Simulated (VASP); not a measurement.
A convergence study with VASP on MoP (space group P-6m2): one setting is varied, all else stays as given below, so the limit is that of these other settings. Each run relaxes cell and ions from the cell shown.

```xyz
2
Lattice="3.2348 0.0000 0.0000 -1.6174 2.8014 0.0000 0.0000 0.0000 3.1823" Properties=species:S:1:pos:R:3 pbc="T T T"
Mo     0.0000     0.0000     0.0000
P      0.0000     1.8676     1.5911
```

The numbers are results of PBE GGA, VASP's PBE PAW potentials (set 64) (plane waves; VASP), not measurements. The tightest run used: 550 eV cut-off, 18×18×16 Γ-centred mesh, first-order Methfessel-Paxton smearing of 0.10 eV, potentials Mo_sv P.

```tsv
setting	relaxed volume (Å³/atom)	E (eV/atom)	irreducible k-points
2×2×2 mesh	15.084	-8.3624	4
3×3×3 mesh	14.853	-8.6193	6
4×4×3 mesh	14.599	-8.8095	8
```

Q: These are the cheaper rows. Estimate the results at 18×18×16 mesh, and how far the last row shown lies from them.

A: 
```
quantity                  tightest run  last row shown is off by
------------------------  ------------  ------------------------
relaxed volume (Å³/atom)        14.534                     0.065
E (eV/atom)                    -8.8343                    0.0248
```

Left out are rungs that failed or repeat a setting and relaxations that didn't move; long series are thinned to 24 rows.

The structure comes from a computed database's MoP entry (P-6m2); how it stands against other phases isn't given here. The electron count is odd and the run is not spin-polarised, which forces a metal.
